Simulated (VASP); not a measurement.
Given:

```xyz
3
Lattice="2.3925 -4.1439 0.0000 2.3925 4.1439 0.0000 0.0000 0.0000 7.1636" Properties=species:S:1:pos:R:3 pbc="T T T"
Pb     0.0000     0.0000     0.0000
I      2.3925     1.3813     1.9210
I      2.3925    -1.3813     5.2426
```

Calculation: vdW-DF2, VASP's PBE PAW potentials (set 64) (plane waves; VASP 6.6.1). Run with 520 eV cut-off, 5×5×3 Γ-centred mesh, Gaussian smearing of 0.050 eV, potentials Pb_d I.

### Question
Estimate the energy per atom (σ→0).

### Answer

```
Item                            Value
---------------------  --------------
energy per atom (σ→0)  -0.494 eV/atom
```

The compound is PbI2 in the 1T layered structure. It was relaxed first, which changed the volume by +13 %. The start is the result of an earlier pass.
